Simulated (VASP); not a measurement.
Calculation: PBEsol GGA, VASP's PBE PAW potentials (set 64) (plane waves; VASP).

The input files of a VASP run:

**INCAR**
```
SYSTEM = LaSi
PREC = Accurate; ENCUT = 400; LREAL = .False.
LASPH = .True.
EDIFF = 1E-6; NELM = 100; ALGO = Normal
LMAXMIX = 6
ISMEAR = 1; SIGMA = 0.1
GGA = PS
IBRION = 2; NSW = 60; ISIF = 3
EDIFFG = -0.01
LWAVE = .False.; LCHARG = .False.
```

File POSCAR:
```
LaSi
1.0
  0.0000000000   3.3362027952   3.3362027952
  3.3362027952   0.0000000000   3.3362027952
  3.3362027952   3.3362027952   0.0000000000
La Si
1 1
direct
  0.0000000000   0.0000000000   1.0000000000
  0.2500000000   0.2500000000   0.2500000000
```

File KPOINTS:
```
Automatic
0
Gamma
  9 9 9
```

POTCAR, in this order: La Si (PBE.64 set). Program: vasp_std.

The run wrote:

OUTCAR:
```
 ion  position               nearest neighbor table
   1  0.000  0.000  0.000-   2 2.89   2 2.89   2 2.89   2 2.89
   2  0.250  0.250  0.250-   1 2.89   1 2.89   1 2.89   1 2.89
  LATTYP: Found a face centered cubic cell.
 ALAT       =     6.6724055904
 Subroutine PRICEL returns:
 Original cell was already a primitive cell.
 Subroutine GETGRP returns: Found 24 space group operations
The static configuration has the point symmetry T_d .
The dynamic configuration has the point symmetry T_d .
 Subroutine INISYM returns: Found 24 space group operations
 Subroutine IBZKPT returns following result:
 Found     35 irreducible k-points:

 Following reciprocal coordinates:
            Coordinates               Weight
  0.000000  0.000000  0.000000      1.000000
  0.111111  0.000000  0.000000      8.000000
  0.222222  0.000000  0.000000      8.000000
  0.333333  0.000000  0.000000      8.000000
  0.444444  0.000000  0.000000      8.000000
  0.111111  0.111111  0.000000      6.000000
  0.222222  0.111111  0.000000     24.000000
  0.333333  0.111111  0.000000     24.000000
  0.444444  0.111111  0.000000     24.000000
 -0.444444  0.111111  0.000000     24.000000
 -0.333333  0.111111  0.000000     24.000000
 -0.222222  0.111111  0.000000     24.000000
 -0.111111  0.111111  0.000000     12.000000
  0.222222  0.222222  0.000000      6.000000
  0.333333  0.222222  0.000000     24.000000
  0.444444  0.222222  0.000000     24.000000
 -0.444444  0.222222  0.000000     24.000000
 -0.333333  0.222222  0.000000     24.000000
 -0.222222  0.222222  0.000000     12.000000
  0.333333  0.333333  0.000000      6.000000
  0.444444  0.333333  0.000000     24.000000
 -0.444444  0.333333  0.000000     24.000000
 -0.333333  0.333333  0.000000     12.000000
  0.444444  0.444444  0.000000      6.000000
 -0.444444  0.444444  0.000000     12.000000
  0.333333  0.222222  0.111111     24.000000
  0.444444  0.222222  0.111111     48.000000
 -0.444444  0.222222  0.111111     48.000000
  0.444444  0.333333  0.111111     24.000000
 -0.444444  0.333333  0.111111     48.000000
 -0.333333  0.333333  0.111111     48.000000
 -0.222222  0.333333  0.111111     24.000000
 -0.444444  0.444444  0.111111     24.000000
 -0.333333  0.444444  0.111111     24.000000
 -0.333333  0.444444  0.222222     24.000000
   k-points           NKPTS =     35   k-points in BZ     NKDIM =     35   number of bands    NBANDS=     11
   number of dos      NEDOS =    301   number of ions     NIONS =      2
   total plane-waves  NPLWV =  32768
   dimension x,y,z NGX =    32 NGY =   32 NGZ =   32
   dimension x,y,z NGXF=    64 NGYF=   64 NGZF=   64
   ions per type =               1   1
   PREC   = accura    normal or accurate (medium, high low for compatibility)
   ISTART =      0    job   : 0-new  1-cont  2-samecut
   ICHARG =      2    charge: 1-file 2-atom 10-const
   ISPIN  =      1    spin polarized calculation?
   LNONCOLLINEAR =      F non collinear calculations
   LSORBIT =      F    spin-orbit coupling
   INIWAV =      1    electr: 0-lowe 1-rand  2-diag
   ENCUT  =  400.0 eV  29.40 Ry    5.42 a.u.   7.69  7.69  7.69*2*pi/ulx,y,z
   NELM   =    100;   NELMIN=  2; NELMDL= -5     # of ELM steps
   EDIFF  = 0.1E-05   stopping-criterion for ELM
   LREAL  =      F    real-space projection
   NLSPLINE    = F    spline interpolate recip. space projectors
   LMAXMIX     =    6 max onsite mixed and CHGCAR
   VOSKOWN=      0    Vosko Wilk Nusair interpolation
   EDIFFG = -.1E-01   stopping-criterion for IOM
   NSW    =     60    number of steps for IOM
   NBLOCK =      1;   KBLOCK =     60    inner block; outer block
   IBRION =      2    ionic relax: 0-MD 1-quasi-New 2-CG
...
```

**OSZICAR**
```
       N       E                     dE             d eps       ncg     rms          rms(c)
DAV:   1     0.126985195162E+03    0.12699E+03   -0.42517E+03   770   0.119E+03
DAV:   2     0.388509204131E+00   -0.12660E+03   -0.12490E+03  1170   0.229E+02
DAV:   3    -0.100543765644E+02   -0.10443E+02   -0.10080E+02  1000   0.973E+01
DAV:   4    -0.108214589189E+02   -0.76708E+00   -0.76452E+00  1436   0.241E+01
DAV:   5    -0.108604141761E+02   -0.38955E-01   -0.38720E-01  1172   0.527E+00    0.351E+00
DAV:   6    -0.105520218331E+02    0.30839E+00   -0.55791E-01  1012   0.389E+00    0.215E+00
DAV:   7    -0.104968546182E+02    0.55167E-01   -0.32901E-01  1220   0.331E+00    0.777E-01
DAV:   8    -0.104974680547E+02   -0.61344E-03   -0.63594E-02  1292   0.191E+00    0.198E-01
DAV:   9    -0.104961751762E+02    0.12929E-02   -0.86164E-03  1380   0.684E-01    0.100E-01
DAV:  10    -0.104962939745E+02   -0.11880E-03   -0.14028E-03  1364   0.431E-01    0.509E-02
DAV:  11    -0.104963059700E+02   -0.11996E-04   -0.98867E-05  1332   0.959E-02    0.232E-02
DAV:  12    -0.104963177567E+02   -0.11787E-04   -0.87724E-05  1468   0.766E-02    0.799E-03
DAV:  13    -0.104963196114E+02   -0.18547E-05   -0.10643E-05  1468   0.233E-02    0.688E-03
DAV:  14    -0.104963197768E+02   -0.16545E-06   -0.39400E-06  1036   0.157E-02
   1 F= -.10496320E+02 E0= -.10496303E+02  d E =-.104963E+02
```

File OUTCAR:
```
------------------------ aborting loop because EDIFF is reached ----------------------------------------
  FORCE on cell =-STRESS in cart. coord.  units (eV):
  Direction    XX          YY          ZZ          XY          YZ          ZX
  --------------------------------------------------------------------------------------
  Total        0.0046441      0.0046441      0.0046441      0.0000000      0.0000000      0.0000000
  in kB        0.1001910      0.1001910      0.1001910      0.0000000      0.0000000      0.0000000
  external PRESSURE =       0.1001910 kB  Pullay stress =       0.0000000 kB
  volume of cell :       74.27
      direct lattice vectors                 reciprocal lattice vectors
     0.000000000  3.336202795  3.336202795    -0.149870985  0.149870985  0.149870985
     3.336202795  0.000000000  3.336202795     0.149870985 -0.149870985  0.149870985
     3.336202795  3.336202795  0.000000000     0.149870985  0.149870985 -0.149870985
 POSITION                                       TOTAL-FORCE (eV/Angst)
 -----------------------------------------------------------------------------------
      0.00000      0.00000      0.00000         0.000000      0.000000     -0.000000
      1.66810      1.66810      1.66810        -0.000000     -0.000000      0.000000
 -----------------------------------------------------------------------------------
    total drift:                               -0.000000     -0.000000     -0.000000
  FREE ENERGIE OF THE ION-ELECTRON SYSTEM (eV)
  ---------------------------------------------------
  free  energy   TOTEN  =       -10.4963197768 eV

  energy  without entropy=      -10.4962694236  energy(sigma->0) =      -10.49630299

 reached required accuracy - stopping structural energy minimisation
```
(Selected blocks of OUTCAR.)

**OUTCAR**
```
 val. band max:        3.9052478833   @ k =  -0.2222   0.3333   0.1111

 cond. band min:       3.9369375922   @ k =  -0.4444   0.3333   0.0000


 Fermi energy:         3.9086260340

 k-point     1 :       0.0000    0.0000    0.0000
  band No.  band energies     occupation
      1     -28.2489      2.00000
      2     -11.9173      2.00000
      3     -11.9173      2.00000
      4     -11.9173      2.00000
      5      -2.7779      2.00000
      6       3.0306      2.00000
      7       3.0306      2.00000
      8       3.0306      2.00000
      9       5.6381     -0.00000
     10       6.4565      0.00000
     11       6.4571      0.00000

 k-point     2 :       0.1111    0.0000    0.0000
  band No.  band energies     occupation
      1     -28.2473      2.00000
      2     -11.9487      2.00000
      3     -11.9213      2.00000
      4     -11.9213      2.00000
      5      -2.6804      2.00000
      6       2.9043      2.00000
      7       3.0901      2.00000
      8       3.0901      2.00000
      9       5.8114     -0.00000
     10       6.2614      0.00000
     11       6.2649      0.00000

 k-point     3 :       0.2222    0.0000    0.0000
  band No.  band energies     occupation
      1     -28.2434      2.00000
      2     -12.0264      2.00000
      3     -11.9313      2.00000
      4     -11.9313      2.00000
      5      -2.4394      2.00000
      6       2.7354      2.00000
      7       3.2290      2.00000
      8       3.2290      2.00000
      9       6.0598      0.00000
     10       6.1165      0.00000
     11       6.1165      0.00000

 k-point     4 :       0.3333    0.0000    0.0000
  band No.  band energies     occupation
      1     -28.2390      2.00000
      2     -12.1118      2.00000
      3     -11.9427      2.00000
      4     -11.9427      2.00000
      5      -2.1813      2.00000
      6       2.7665      2.00000
      7       3.3557      2.00000
      8       3.3557      2.00000
      9       6.1427      0.00000
...
```

The structure was generated: LaSi was put into the zinc blende type (F-43m), which need not be its known phase. It was relaxed first, which changed the volume by -25 %. The start is the result of an earlier pass. The electron count is odd and the run is not spin-polarised, which forces a metal.
